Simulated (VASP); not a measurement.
# GW on SiC, part 6 of 6

How does the gap of SiC change from the starting functional to GW? The cell is of the wurtzite type, one of the forms listed for this formula. The start is a computed cell from the Materials Project.

VASP 6.6.1, plane waves and PAW; the level of theory is named at each step.

So far, quasiparticle gap on the mesh (eV): step 3 (evGW0, evGW0 on PBE) 3.29; step 4 (QPGW0, QPGW0 on PBE) 3.33. Also gap on the k-mesh (eV): step 2 (empty bands, functional PBE) 2.26; step 6 (another starting point, HSE06) 3.17.

## (8) G0W0

This step: G0W0 on HSE06; plane waves and PAW (Si_GW, C_GW) (VASP 6.6.1).

G0W0 keeps orbitals and screening fixed and shifts each of the lowest NBANDSGW levels once.

Input file INCAR:

```
SYSTEM = SiC
PREC = Accurate
ENCUT = 440
ISMEAR = 0
SIGMA = 0.01
LREAL = .FALSE.
LHFCALC = .TRUE.
AEXX = 0.25
GGA = PE
HFSCREEN = 0.2
LASPH = .TRUE.
NBANDS = 272
PRECFOCK = Fast
ALGO = EVGW0
NELMGW = 1
ENCUTGW = 200
NOMEGA = 48
NBANDSGW = 16
LWAVE = .FALSE.
LCHARG = .FALSE.
```

Input file POSCAR:

```
SiC
1.0
    3.0735139282      0.0000000000      0.0000000000
   -1.5367569641      2.6617411407      0.0000000000
    0.0000000000      0.0000000000      5.0452477100
Si C
2 2
Direct
    0.3333333300      0.6666666700      0.4996024000
    0.6666666700      0.3333333300      0.9996024000
    0.3333333300      0.6666666700      0.8753976000
    0.6666666700      0.3333333300      0.3753976000
```

Input file KPOINTS:

```
Automatic mesh
0
Gamma
6 6 4
0 0 0
```

Potentials, in the order of the species: Si_GW and C_GW (PBE family, release 64).

The run starts from files that an earlier step left in the folder.

Launch:

```sh
$ mpirun -np 8 vasp_std
```

What it wrote:

```text
[banner, memory and clock lines left out]
running    8 mpi-ranks, on    1 nodes
 distrk:  each k-point on    8 cores,    1 groups
 distr:  one band on    1 cores,    8 groups

 POSCAR found type information on POSCAR SiC
 POSCAR found :  2 types and       4 ions
 [... a notice as in an earlier step ...]

 [... a notice as in an earlier step ...]

 LDA part: xc-table for (Slater+PW92), standard interpolation
 found WAVECAR, reading the header
 POSCAR, INCAR and KPOINTS ok, starting setup
 FFT: planning ... GRIDC
 FFT: planning ... GRID_SOFT
 FFT: planning ... GRID
 reading WAVECAR
 the WAVECAR file was read successfully
 initial charge from wavefunction
 available memory per node:     90.69 GB, setting MAXMEM to     92868

 The Fermi energy was updated, please check that it is located mid-gap
 values below the HOMO (VB) or above the LUMO (CB) will cause erroneous energies
 E-fermi :   8.9283

 calculate exact exchange contribution
 the WAVEDER file was read successfully
energies w=
    0.000    0.000    0.874    0.000    1.744    0.000    2.607    0.000
    3.460    0.000    4.302    0.000    5.129    0.000    5.942    0.000
    6.739    0.000    7.522    0.000    8.291    0.000    9.047    0.000
    9.792    0.000   10.529    0.000   11.259    0.000   11.985    0.000
   12.709    0.000   13.435    0.000   14.166    0.000   14.905    0.000
   15.656    0.000   16.423    0.000   17.210    0.000   18.022    0.000
   18.866    0.000   19.747    0.000   20.673    0.000   21.652    0.000
   22.696    0.000   23.817    0.000   25.029    0.000   26.350    0.000
   27.804    0.000   29.419    0.000   31.232    0.000   33.289    0.000
   35.653    0.000   38.409    0.000   41.671    0.000   45.604    0.000
   50.446    0.000   56.562    0.000   64.535    0.000   75.357    0.000
   90.865    0.000  114.891    0.000  156.958    0.000  249.134    0.000
 responsefunction array rank=     280
 LDA part: xc-table for (Slater+PW92), standard interpolation

 min. memory requirement per mpi rank    270.9 MB, per node   2167.3 MB

 allocating   6 responsefunctions rank=   280
 shmem allocating  48 responsefunctions rank=   280
 response function shared by NCSHMEM nodes    1
 Doing            6  frequencies on each core in blocks of           48
NQ=   1    0.0000    0.0000    0.0000,
|.........|.........|.........|.........|.........|.........|.........|.........
 performed        791000 updates of chi_q(r,r)
 total number of BLAS operations        437.72 Gflops
NQ=   2    0.1667    0.0000    0.0000,
|.........|.........|.........|.........|.........|.........|.........|.........
 performed       2182000 updates of chi_q(r,r)
 total number of BLAS operations       1237.33 Gflops
NQ=   3    0.3333   -0.0000    0.0000,
|.........|.........|.........|.........|.........|.........|.........|.........
 performed       3573000 updates of chi_q(r,r)
 total number of BLAS operations       2025.06 Gflops
NQ=   4    0.5000    0.0000    0.0000,
|.........|.........|.........|.........|.........|.........|.........|.........
 performed       4651000 updates of chi_q(r,r)
 total number of BLAS operations       2617.19 Gflops
NQ=   5    0.1667    0.1667    0.0000,
|.........|.........|.........|.........|.........|.........|.........|.........
 performed       6094000 updates of chi_q(r,r)
 total number of BLAS operations       3440.63 Gflops
NQ=   6    0.3333    0.1667    0.0000,
|.........|.........|.........|.........|.........|.........|.........|.........
 performed       7746000 updates of chi_q(r,r)
 total number of BLAS operations       4334.43 Gflops
NQ=   7    0.3333    0.3333    0.0000,
|.........|.........|.........|.........|.........|.........|.........|.........
 performed       8685000 updates of chi_q(r,r)
 total number of BLAS operations       4857.99 Gflops
NQ=   8    0.0000    0.0000    0.2500,
|.........|.........|.........|.........|.........|.........|.........|.........
 performed       9536000 updates of chi_q(r,r)
 total number of BLAS operations       5377.19 Gflops
NQ=   9    0.1667    0.0000    0.2500,
|.........|.........|.........|.........|.........|.........|.........|.........
 performed      11084000 updates of chi_q(r,r)
 total number of BLAS operations       6300.33 Gflops
NQ=  10    0.3333   -0.0000    0.2500,
|.........|.........|.........|.........|.........|.........|.........|.........
 performed      12632000 updates of chi_q(r,r)
 total number of BLAS operations       7183.33 Gflops
NQ=  11    0.5000    0.0000    0.2500,
|.........|.........|.........|.........|.........|.........|.........|.........
 performed      13866000 updates of chi_q(r,r)
 total number of BLAS operations       7840.96 Gflops
NQ=  12    0.1667    0.1667    0.2500,
|.........|.........|.........|.........|.........|.........|.........|.........
 performed      15518000 updates of chi_q(r,r)
 total number of BLAS operations       8783.53 Gflops
NQ=  13    0.3333    0.1667    0.2500,
|.........|.........|.........|.........|.........|.........|.........|.........
 performed      17379000 updates of chi_q(r,r)
 total number of BLAS operations       9798.06 Gflops
NQ=  14    0.3333    0.3333    0.2500,
|.........|.........|.........|.........|.........|.........|.........|.........
 performed      18405000 updates of chi_q(r,r)
 total number of BLAS operations      10370.15 Gflops
NQ=  15    0.0000    0.0000    0.5000,
|.........|.........|.........|.........|.........|.........|.........|.........
 performed      19196000 updates of chi_q(r,r)
 total number of BLAS operations      10852.22 Gflops
NQ=  16    0.1667    0.0000    0.5000,
|.........|.........|.........|.........|.........|.........|.........|.........
 performed      20587000 updates of chi_q(r,r)
 total number of BLAS operations      11651.83 Gflops
NQ=  17    0.3333   -0.0000    0.5000,
|.........|.........|.........|.........|.........|.........|.........|.........
 performed      21978000 updates of chi_q(r,r)
 total number of BLAS operations      12487.65 Gflops
NQ=  18    0.5000    0.0000    0.5000,
|.........|.........|.........|.........|.........|.........|.........|.........
 performed      23056000 updates of chi_q(r,r)
 total number of BLAS operations      13070.78 Gflops
NQ=  19    0.1667    0.1667    0.5000,
|.........|.........|.........|.........|.........|.........|.........|.........
 performed      24499000 updates of chi_q(r,r)
 total number of BLAS operations      13912.82 Gflops
NQ=  20    0.3333    0.1667    0.5000,
|.........|.........|.........|.........|.........|.........|.........|.........
 performed      26151000 updates of chi_q(r,r)
 total number of BLAS operations      14806.62 Gflops
NQ=  21    0.3333    0.3333    0.5000,
|.........|.........|.........|.........|.........|.........|.........|.........
 performed      27090000 updates of chi_q(r,r)
 total number of BLAS operations      15306.66 Gflops
 resolving degeneracies of screened two electron integrals

 calculate QP shifts <psi_nk| G(iteration)W_0 |psi_nk>: iteration 1
 entering main loop
```

Wall time 4.1 min (8 MPI ranks of AMD EPYC 7R43, shared host); peak memory 3.1 GiB; 33 min of CPU time.

From OUTCAR (step 8):

```text
   NELECT =      16.0000    total number of electrons

 E-fermi :   8.9283

 QP shifts <psi_nk| G(iteration)W_0 |psi_nk>: iteration 1
 for sc-GW calculations column KS-energies equals QP-energies in previous step
 and V_xc(KS)=  KS-energies - (<T + V_ion + V_H > + <T+V_H+V_ion>^1  + <V_x>^1)
 k-point   1 :       0.0000    0.0000    0.0000
  band No.  KS-energies  QP-energies   sigma(KS)   V_xc(KS)     V^pw_x(r,r')   Z            occupation Imag(sigma)
    ...
      5       5.8798       5.5431     -15.5246     -15.1051     -17.5315       0.8028       2.0000       0.0762
      6       7.2230       6.9064     -15.7789     -15.3877     -17.3985       0.8094       2.0000       0.0703
      7       7.3409       7.0260     -15.8747     -15.4854     -17.5307       0.8089       2.0000       0.0719
      8       7.3409       7.0260     -15.8747     -15.4854     -17.5307       0.8089       2.0000       0.0719
      9      13.3331      13.4256     -11.4326     -11.5456      -6.7781       0.8187       0.0000      -0.0796
     10      14.8488      14.8577     -11.9238     -11.9349      -6.8471       0.8038       0.0000      -0.0967
     11      15.2582      15.3516     -10.4940     -10.6085      -5.5948       0.8153       0.0000      -0.0951
     12      15.2582      15.3516     -10.4940     -10.6085      -5.5948       0.8153       0.0000      -0.0951
    ...

 k-point   2 :       0.1667    0.0000    0.0000
  band No.  KS-energies  QP-energies   sigma(KS)   V_xc(KS)     V^pw_x(r,r')   Z            occupation Imag(sigma)
    ...
      5       5.1317       4.7946     -15.2234     -14.8021     -17.3824       0.8003       2.0000       0.0792
      6       5.6133       5.2860     -15.5753     -15.1666     -17.6357       0.8007       2.0000       0.0801
      7       6.8334       6.5118     -15.6304     -15.2321     -17.3205       0.8074       2.0000       0.0703
      8       7.0201       6.6988     -15.8153     -15.4178     -17.5496       0.8082       2.0000       0.0726
      9      13.3467      13.4184     -10.5267     -10.6139      -5.9309       0.8225       0.0000      -0.0834
     10      15.4226      15.4722     -11.3612     -11.4227      -6.2530       0.8051       0.0000      -0.1003
     11      15.7569      15.8017     -10.7935     -10.8489      -5.6427       0.8077       0.0000      -0.1067
     12      16.0082      16.1168     -11.6952     -11.8300      -6.5803       0.8058       0.0000      -0.0978
    ...

[... 9 parts as in an earlier step ...]

[... 7 further parts left out ...]
```

This step gave:

* quasiparticle gap on the mesh: 3.533 eV
* smallest direct quasiparticle gap on the mesh: 5.477 eV
* gap of the starting orbitals on the mesh: 3.175 eV

GW takes the gap from 3.175 to 3.533 eV. That is +399 meV against the one-shot pass on PBE. The value holds for 272 bands, ENCUTGW = 200 eV and this mesh, and isn't shown to be converged in them.

## (9) Summary

This step: GW series: evGW0 on PBE, QPGW0 on PBE, G0W0 on HSE06; plane waves and PAW (VASP 6.6.1).

No new run; the numbers come from the runs before.

Cost is wall time times ranks on a shared host, with the step that makes the empty bands. GW runs:

| level | bands | ENCUTGW (eV) | NOMEGA | k mesh | starting gap (eV) | quasiparticle gap (eV) | direct gap (eV) | cost (core minutes) |
| --- | --- | --- | --- | --- | --- | --- | --- | --- |
| evGW0 on PBE | 272 | 200 | 48 | 6x6x4 | 2.264 | 3.294 | 5.211 | 214.3 |
| QPGW0 on PBE | 272 | 200 | 48 | 6x6x4 | 2.264 | 3.329 | 5.251 | 427.8 |
| G0W0 on HSE06 | 272 | 200 | 48 | 6x6x4 | 3.175 | 3.533 | 5.478 | 100.3 |

## (10) Outcome

| Item | Value |
| --- | --- |
| evGW0 on PBE, 272 bands, ENCUTGW 200 eV, NOMEGA 48, mesh 6×6×4 | 2.264 → 3.294 eV |
| QPGW0 on PBE, 272 bands, ENCUTGW 200 eV, NOMEGA 48, mesh 6×6×4 | 2.264 → 3.329 eV |
| G0W0 on HSE06, 272 bands, ENCUTGW 200 eV, NOMEGA 48, mesh 6×6×4 | 3.175 → 3.533 eV |

What this shows: evGW0 gives a quasiparticle gap of 3.294 eV on the mesh, 1.03 eV over the PBE gap on the same mesh. Over the final values of the levels run here the gap spans 3.29 to 3.53 eV. In evGW0 the first pass, which is the one-shot result, gives 3.133 eV and pass 4 gives 3.294 eV; the last pass changed the gap by +4 meV, so the loop is converged. In QPGW0 the first pass gives 3.124 eV and pass 4 gives 3.329 eV; the last pass changed the gap by +23 meV, so more passes would move it further. One-shot gaps: 3.133 eV from PBE and 3.533 eV from HSE06. The starting gaps span 0.91 eV and the one-shot gaps 0.40 eV. Bands, response cutoff and mesh weren't tested for convergence, and band edges off the mesh aren't seen. Not tabulated here, as repeats of values shown or as unfit to read for their mesh, reference level or band range: eps2 curves (empty bands); eps1 curves and static values (empty bands); gaps (empty bands).

[Lines on the potential files, build, host, timing and source positions are cut from VASP's logs without a mark.]

[Logs are printed without paths, hosts, clocks, repeated set-up lines and the standing remarks that a program may print on its own settings, such as how far it seeks lower states.]

[Hosts, paths, dates, database ids (printed as entryN), source tags and the programs' standing remarks are cut or masked in the printed files.]

[Pressures printed for these runs are not shown converged in the cutoff: they can be off by several GPa and have the wrong sign.]
